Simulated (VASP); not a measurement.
Output of a VASP run:

**OSZICAR**
```
       N       E                     dE             d eps       ncg     rms          rms(c)
DAV:   1     0.729338158111E+02    0.72934E+02   -0.57271E+03  1196   0.911E+02
DAV:   2    -0.499570438310E+01   -0.77930E+02   -0.75232E+02  1576   0.155E+02
DAV:   3    -0.108161114202E+02   -0.58204E+01   -0.57565E+01  1506   0.453E+01
DAV:   4    -0.109374345218E+02   -0.12132E+00   -0.12113E+00  1432   0.774E+00
DAV:   5    -0.109394766801E+02   -0.20422E-02   -0.20421E-02  1366   0.107E+00    0.138E+01
DAV:   6    -0.109218547548E+02    0.17622E-01   -0.13062E-02  1308   0.779E-01    0.861E+00
DAV:   7    -0.109155476068E+02    0.63071E-02   -0.15763E-02  1274   0.834E-01    0.369E+00
DAV:   8    -0.109159475343E+02   -0.39993E-03   -0.23400E-03  1374   0.300E-01    0.226E-01
DAV:   9    -0.109157023771E+02    0.24516E-03   -0.41295E-04  1246   0.139E-01    0.795E-02
DAV:  10    -0.109157053897E+02   -0.30126E-05   -0.11540E-04  1382   0.651E-02    0.444E-02
DAV:  11    -0.109157071142E+02   -0.17245E-05   -0.56118E-06  1306   0.161E-02    0.157E-02
DAV:  12    -0.109157060680E+02    0.10462E-05   -0.95187E-07   686   0.678E-03    0.492E-03
DAV:  13    -0.109157059829E+02    0.85074E-07   -0.16054E-07   622   0.280E-03
   1 F= -.10915706E+02 E0= -.10915706E+02  d E =-.474914E-08  mag=     0.0000    -0.0000    -0.0000
       N       E                     dE             ncg
       N       E                     dE             ncg
```

File OUTCAR:
```
------------------------ aborting loop because EDIFF is reached ----------------------------------------
  FORCE on cell =-STRESS in cart. coord.  units (eV):
  Direction    XX          YY          ZZ          XY          YZ          ZX
  --------------------------------------------------------------------------------------
  Total        0.1185078      0.1185078      0.2879990      0.0000000     -0.0000000      0.0000000
  in kB        1.9611193      1.9611191      4.7659339      0.0000000     -0.0000000      0.0000000
  external PRESSURE =       2.8960574 kB  Pullay stress =       0.0000000 kB
  volume of cell :       96.82
      direct lattice vectors                 reciprocal lattice vectors
     2.164313265 -3.748700264  0.000000000     0.231020161 -0.133379562  0.000000000
     2.164313265  3.748700264  0.000000000     0.231020161  0.133379562  0.000000000
     0.000000000  0.000000000  5.966542399     0.000000000  0.000000000  0.167601256
 POSITION                                       TOTAL-FORCE (eV/Angst)
 -----------------------------------------------------------------------------------
      0.60797      1.05304      3.97770         0.021386      0.037041      0.000000
      3.11268      0.00000      0.00000        -0.042771     -0.000000     -0.000000
      0.60797     -1.05304      1.98885         0.021386     -0.037041     -0.000000
 -----------------------------------------------------------------------------------
    total drift:                               -0.000190      0.000000      0.000000
  FREE ENERGIE OF THE ION-ELECTRON SYSTEM (eV)
  ---------------------------------------------------
  free  energy   TOTEN  =       -10.9157059829 eV

  energy  without entropy=      -10.9157059781  energy(sigma->0) =      -10.91570598

 Ion:    1  E_soc:     -0.2350116

 Ion:    2  E_soc:     -0.2350116

 Ion:    3  E_soc:     -0.2350116
```
(Selected blocks of OUTCAR.)

**POSCAR**
```
Te
1
    2.1643132652    -3.7487002640    -0.0000000000
    2.1643132652     3.7487002640     0.0000000000
    0.0000000000    -0.0000000000     5.9665423988
Te
3
Direct
  1.0000000000   0.2809070104   0.6666670000
  0.7190929896   0.7190929896   1.0000000000
  0.2809070104   1.0000000000   0.3333330000
```

Question: Reconstruct the remaining input files.

Answer: One answer among several that fit: the input of the run itself, PBEsol GGA with spin-orbit coupling, plane waves, VASP's PBE PAW potentials (set 64).

**KPOINTS_OPT**
```
k-points along high-symmetry lines
5
Line-mode
Reciprocal
  0.000000   0.000000   0.000000 ! GAMMA
  0.500000   0.000000   0.000000 ! M

  0.500000   0.000000   0.000000 ! M
  0.333333   0.333333   0.000000 ! K

  0.333333   0.333333   0.000000 ! K
  0.000000   0.000000   0.000000 ! GAMMA

  0.000000   0.000000   0.000000 ! GAMMA
  0.000000   0.000000   0.500000 ! A

  0.000000   0.000000   0.500000 ! A
  0.500000   0.000000   0.500000 ! L

  0.500000   0.000000   0.500000 ! L
  0.333333   0.333333   0.500000 ! H

  0.333333   0.333333   0.500000 ! H
  0.000000   0.000000   0.500000 ! A

  0.500000   0.000000   0.500000 ! L
  0.500000   0.000000   0.000000 ! M

  0.333333   0.333333   0.500000 ! H
  0.333333   0.333333   0.000000 ! K
```

**KPOINTS**
```
Automatic mesh
0
Gamma
5 5 4
0 0 0
```

**INCAR**
```
! general
SYSTEM     = Te
PREC       = Accurate
ENCUT      = 400   ! plane-wave cut-off (eV)
LREAL      = .FALSE.
LASPH      = .TRUE.

! electronic loop
EDIFF      = 1E-6   ! SCF stop (eV)
NELM       = 100   ! most electronic steps
ALGO       = Normal   ! blocked Davidson
LMAXMIX    = 4   ! l cut-off of mixed one-centre charges

! smearing
ISMEAR     = 0   ! Gaussian
SIGMA      = 0.05   ! width (eV)

! functional
GGA        = PS   ! PBEsol
GGA_COMPAT = .FALSE.

! spin
MAGMOM     = 9*0
LSORBIT    = .TRUE.

! output
LWAVE      = .FALSE.
LCHARG     = .FALSE.
```

POTCAR, in this order: Te (PBE.64 set). Program: vasp_ncl.

The compound is Te in the trig structure. It was relaxed first, which changed the volume by -5 %. The k-mesh is coarse (spacing up to 0.34 per Å, 2π included), so the numbers may not be converged in it.
